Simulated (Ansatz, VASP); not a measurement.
# ScInS3 in two plane-wave programs, part 3 of 3

Wanted: the spread between two codes on one cell, functional and k mesh. The cell is generated by rule, not measured, and may not be a known phase. The cell is taken from a series of runs on this material, whose earlier steps may have relaxed, scaled, displaced or heated it; both programs get it as it stands.

VASP 6.6.1 and Ansatz 0.2.0.

So far: Starting point; Ansatz: zone-centre phonons, PBEsol; VASP: zone-centre phonons, PBEsol.

### 3. VASP: zone-centre phonons, PBEsol (continued)

Level of this step: PBEsol; plane waves and PAW (Sc_sv, In_d, S); invented cell (VASP).

Numbers of over 12 decimals in the logs are rounded to 6 here.

Parts of OUTCAR (step 3):

```text
ion  position               nearest neighbor table
   1  0.000  0.000  0.163-   3 2.56   5 2.56   5 2.56   3 2.56
   2  0.500  0.500  0.574-   4 2.39   3 2.55   5 2.55   3 2.55   5 2.55
   3  0.500  0.000  0.370-   2 2.55   2 2.55   1 2.56   1 2.56
   4  0.500  0.500  0.959-   2 2.39
   5  0.000  0.500  0.370-   2 2.55   2 2.55   1 2.56   1 2.56

  LATTYP: Found a simple tetragonal cell.
 ALAT       =     4.4395971889
 C/A-ratio  =     1.3943688562

 Subroutine GETGRP returns: Found  8 space group operations
 (whereof  8 operations were pure point group operations)

The static configuration has the point symmetry C_4v.

 Found     60 irreducible k-points:

   k-points           NKPTS =     60   k-points in BZ     NKDIM =     60   number of bands    NBANDS=     27

   dimension x,y,z NGX =    32 NGY =   32 NGZ =   48
   dimension x,y,z NGXF=    64 NGYF=   64 NGZF=   96

   ENCUT  =  500.0 eV  36.75 Ry    6.06 a.u.   8.09  8.09 11.29*2*pi/ulx,y,z

   NELECT =      42.0000    total number of electrons

 k-points in reciprocal lattice and weights: Automatic mesh
   0.00000000  0.00000000  0.00000000       0.003
   0.12500000  0.00000000  0.00000000       0.010
   0.25000000  0.00000000  0.00000000       0.010
   0.37500000  0.00000000  0.00000000       0.010
   0.50000000  0.00000000  0.00000000       0.005
   0.12500000  0.12500000  0.00000000       0.010
   0.25000000  0.12500000  0.00000000       0.021
   0.37500000  0.12500000  0.00000000       0.021
   0.50000000  0.12500000  0.00000000       0.010
[...]
0.50000000  0.37500000  0.50000000       0.010
   0.50000000  0.50000000  0.50000000       0.003

 average (electrostatic) potential at core
       1 -47.6887       2 -96.6781       3 -87.0182       4 -86.7973       5 -87.0182

 POSITION                                       TOTAL-FORCE (eV/Angst)
 -----------------------------------------------------------------------------------
      0.00000      0.00000      1.00782         0.000000     -0.000000     -0.033550
      2.21980      2.21980      3.55100         0.000000      0.000000      0.029648
      2.21980      0.00000      2.28863         0.000000      0.000000      0.011874
      2.21980      2.21980      5.93912         0.000000     -0.000000     -0.019846
      0.00000      2.21980      2.28863         0.000000     -0.000000      0.011874
 -----------------------------------------------------------------------------------
    total drift:                                0.000000     -0.000000      0.000022

 Eigenvectors and eigenvalues of the dynamical matrix
 ----------------------------------------------------

   1 f  =   10.258091 THz    64.453484 2PiTHz  342.173071 cm-1    42.424035 meV
             X         Y         Z           dx          dy          dz
      0.000000  0.000000  1.007815     0.000000    0.000000   -0.170670
      2.219799  2.219799  3.551001    -0.000000   -0.000000    0.367516
      2.219799  0.000000  2.288627    -0.000000    0.000000    0.189659
      2.219799  2.219799  5.939121    -0.000000    0.000000   -0.873993
      0.000000  2.219799  2.288627     0.000000   -0.000000    0.189659

   2 f  =    9.744680 THz    61.227630 2PiTHz  325.047537 cm-1    40.300740 meV
             X         Y         Z           dx          dy          dz
      0.000000  0.000000  1.007815    -0.246910   -0.001367   -0.000000
      2.219799  2.219799  3.551001     0.219471    0.001215    0.000000
      2.219799  0.000000  2.288627     0.588910   -0.004081    0.000000
      2.219799  2.219799  5.939121     0.025150    0.000139   -0.000000
      0.000000  2.219799  2.288627    -0.737150    0.003261    0.000000

   3 f  =    9.744680 THz    61.227630 2PiTHz  325.047537 cm-1    40.300740 meV
             X         Y         Z           dx          dy          dz
      0.000000  0.000000  1.007815     0.001367   -0.246910   -0.000000
      2.219799  2.219799  3.551001    -0.001215    0.219471    0.000000
      2.219799  0.000000  2.288627    -0.003261   -0.737150    0.000000
      2.219799  2.219799  5.939121    -0.000139    0.025150   -0.000000
      0.000000  2.219799  2.288627     0.004081    0.588910    0.000000

   4 f  =    8.456244 THz    53.132151 2PiTHz  282.069954 cm-1    34.972201 meV
             X         Y         Z           dx          dy          dz
      0.000000  0.000000  1.007815    -0.000000    0.000000    0.538109
      2.219799  2.219799  3.551001    -0.000000    0.000000    0.328421
      2.219799  0.000000  2.288627     0.000000   -0.000000   -0.530859
      2.219799  2.219799  5.939121    -0.000000    0.000000   -0.197374
      0.000000  2.219799  2.288627     0.000000   -0.000000   -0.530859

   5 f  =    7.797859 THz    48.995395 2PiTHz  260.108591 cm-1    32.249341 meV
             X         Y         Z           dx          dy          dz
      0.000000  0.000000  1.007815    -0.011488    0.470703   -0.000000
      2.219799  2.219799  3.551001    -0.006588    0.269924   -0.000000
      2.219799  0.000000  2.288627     0.014961   -0.563349    0.000000
      2.219799  2.219799  5.939121    -0.002652    0.108651    0.000000
      0.000000  2.219799  2.288627     0.013749   -0.613039   -0.000000

   6 f  =    7.797859 THz    48.995395 2PiTHz  260.108591 cm-1    32.249341 meV
             X         Y         Z           dx          dy          dz
      0.000000  0.000000  1.007815    -0.470703   -0.011488   -0.000000
      2.219799  2.219799  3.551001    -0.269924   -0.006588   -0.000000
      2.219799  0.000000  2.288627     0.613039    0.013749    0.000000
      2.219799  2.219799  5.939121    -0.108651   -0.002652    0.000000
      0.000000  2.219799  2.288627     0.563349    0.014961    0.000000

   7 f  =    5.978834 THz    37.566125 2PiTHz  199.432452 cm-1    24.726461 meV
             X         Y         Z           dx          dy          dz
      0.000000  0.000000  1.007815    -0.000000    0.000000    0.711863
      2.219799  2.219799  3.551001    -0.000000    0.000000   -0.553955
      2.219799  0.000000  2.288627     0.000000   -0.000000    0.239278
      2.219799  2.219799  5.939121    -0.000000    0.000000   -0.268101
      0.000000  2.219799  2.288627     0.000000   -0.000000    0.239278

   8 f  =    3.732361 THz    23.451119 2PiTHz  124.498177 cm-1    15.435800 meV
             X         Y         Z           dx          dy          dz
      0.000000  0.000000  1.007815     0.000000   -0.000000    0.000000
      2.219799  2.219799  3.551001     0.000000    0.000000   -0.000000
      2.219799  0.000000  2.288627     0.000000   -0.000000   -0.707107
      2.219799  2.219799  5.939121     0.000000   -0.000000   -0.000000
      0.000000  2.219799  2.288627    -0.000000   -0.000000    0.707107

   9 f  =    2.574131 THz    16.173744 2PiTHz   85.863779 cm-1    10.645747 meV
             X         Y         Z           dx          dy          dz
      0.000000  0.000000  1.007815    -0.194825   -0.465985   -0.000000
      2.219799  2.219799  3.551001     0.251600    0.601779   -0.000000
      2.219799  0.000000  2.288627    -0.111941    0.106521    0.000000
      2.219799  2.219799  5.939121    -0.181711   -0.434619   -0.000000
      0.000000  2.219799  2.288627     0.044536   -0.267743   -0.000000

  10 f  =    2.574131 THz    16.173744 2PiTHz   85.863779 cm-1    10.645747 meV
             X         Y         Z           dx          dy          dz
      0.000000  0.000000  1.007815    -0.465985    0.194825    0.000000
      2.219799  2.219799  3.551001     0.601779   -0.251600    0.000000
      2.219799  0.000000  2.288627    -0.267743   -0.044536    0.000000
      2.219799  2.219799  5.939121    -0.434619    0.181711    0.000000
      0.000000  2.219799  2.288627     0.106521    0.111941    0.000000

  11 f/i=    0.006636 THz     0.041692 2PiTHz    0.221337 cm-1     0.027442 meV
             X         Y         Z           dx          dy          dz
      0.000000  0.000000  1.007815    -0.389271    0.147731   -0.000000
      2.219799  2.219799  3.551001    -0.628295    0.238441   -0.000000
      2.219799  0.000000  2.288627    -0.329668    0.125741   -0.000000
      2.219799  2.219799  5.939121    -0.330697    0.125501   -0.000000
      0.000000  2.219799  2.288627    -0.331329    0.125111   -0.000000

  12 f/i=    0.006636 THz     0.041692 2PiTHz    0.221337 cm-1     0.027442 meV
             X         Y         Z           dx          dy          dz
      0.000000  0.000000  1.007815    -0.147731   -0.389271   -0.000000
      2.219799  2.219799  3.551001    -0.238441   -0.628295   -0.000000
      2.219799  0.000000  2.288627    -0.125111   -0.331329   -0.000000
      2.219799  2.219799  5.939121    -0.125501   -0.330697   -0.000000
      0.000000  2.219799  2.288627    -0.125741   -0.329668   -0.000000

  13 f/i=    0.011881 THz     0.074653 2PiTHz    0.396321 cm-1     0.049137 meV
             X         Y         Z           dx          dy          dz
      0.000000  0.000000  1.007815     0.000000    0.000000   -0.417807
      2.219799  2.219799  3.551001     0.000000    0.000000   -0.670974
      2.219799  0.000000  2.288627     0.000000    0.000000   -0.353503
      2.219799  2.219799  5.939121     0.000000    0.000000   -0.353980
      0.000000  2.219799  2.288627     0.000000    0.000000   -0.353503

  14 f/i=    3.355924 THz    21.085893 2PiTHz  111.941578 cm-1    13.878981 meV
             X         Y         Z           dx          dy          dz
      0.000000  0.000000  1.007815     0.334785    0.420480   -0.000000
      2.219799  2.219799  3.551001    -0.027005   -0.033918   -0.000000
      2.219799  0.000000  2.288627     0.163122   -0.008625   -0.000000
      2.219799  2.219799  5.939121    -0.498511   -0.626114   -0.000000
      0.000000  2.219799  2.288627    -0.006867    0.204876   -0.000000

  15 f/i=    3.355924 THz    21.085893 2PiTHz  111.941578 cm-1    13.878981 meV
             X         Y         Z           dx          dy          dz
      0.000000  0.000000  1.007815    -0.420480    0.334785   -0.000000
      2.219799  2.219799  3.551001     0.033918   -0.027005   -0.000000
      2.219799  0.000000  2.288627    -0.204876   -0.006867   -0.000000
      2.219799  2.219799  5.939121     0.626114   -0.498511   -0.000000
      0.000000  2.219799  2.288627     0.008625    0.163122   -0.000000

 ELASTIC MODULI CONTR FROM IONIC RELAXATION (kBar)
 Direction    XX          YY          ZZ          XY          YZ          ZX
 --------------------------------------------------------------------------------
 XX        -426.8076    -57.7395   -149.9867      0.0000     -0.0000     -0.0000
 YY         -57.7395   -426.8076   -149.9867      0.0000     -0.0000      0.0000
 ZZ        -149.9867   -149.9867   -504.6282      0.0000      0.0000      0.0000
 XY           0.0000      0.0000      0.0000      0.0000      0.0000      0.0000
 YZ          -0.0000     -0.0000      0.0000      0.0000   -175.1184     -0.0000
 ZX          -0.0000      0.0000      0.0000      0.0000     -0.0000   -188.6184
 --------------------------------------------------------------------------------
```

### 4. Differences

Known differences besides the potentials themselves: the cutoff is 420 eV in Ansatz and 500 eV in VASP; Ansatz makes its cores anew for this functional, VASP keeps those of its PBE data sets. Total energies have different zeros and are not compared.

The two programs side by side:

```tsv
quantity	Ansatz	VASP	difference
optical mode 1 to 2 (imaginary, printed as negative) (cm⁻¹)	-112.7	-111.9	-0.8
optical mode 3 to 4 (cm⁻¹)	86.4	85.9	+0.65 %
optical mode 5 (cm⁻¹)	123.3	124.5	-0.95 %
optical mode 6 (cm⁻¹)	199.3	199.4	-0.04 %
optical mode 7 to 8 (cm⁻¹)	259.9	260.1	-0.08 %
optical mode 9 (cm⁻¹)	282.0	282.1	-0.03 %
optical mode 10 to 11 (cm⁻¹)	324.9	325.0	-0.05 %
optical mode 12 (cm⁻¹)	344.0	342.2	+0.53 %
```

Modes are paired by rising frequency, not by their patterns, so a pair may set unlike modes beside each other; they are those without the splitting of longitudinal modes.

### 5. Results

```yaml
r_m_s_difference_of_the_optical_zone_centre_modes_each_program_s_sorted_by_frequency_zone_centre_phonons_pbesol: 0.75 cm⁻¹
difference_in_optical_mode_5_zone_centre_phonons_pbesol: -1.0 %
```

In words: The r.m.s. difference of the optical zone-centre modes, each program's sorted by frequency is 0.75 cm⁻¹ (zone-centre phonons, PBEsol). Among the rows given in per cent, the largest difference of the zone-centre phonons, PBEsol pair is in optical mode 5, -1.0 %. Such differences can come from data sets, numerical settings and the points named under the comparisons, not from the functional's error against experiment.

[Lines on the potential files, build, host, timing and source positions are cut from VASP's logs without a mark.]

[Logs are printed without paths, hosts, clocks, repeated set-up lines and the standing remarks that a program may print on its own settings, such as how far it seeks lower states.]

[Hosts, paths, dates, database ids (printed as entryN), source tags and the programs' standing remarks are cut or masked in the printed files.]
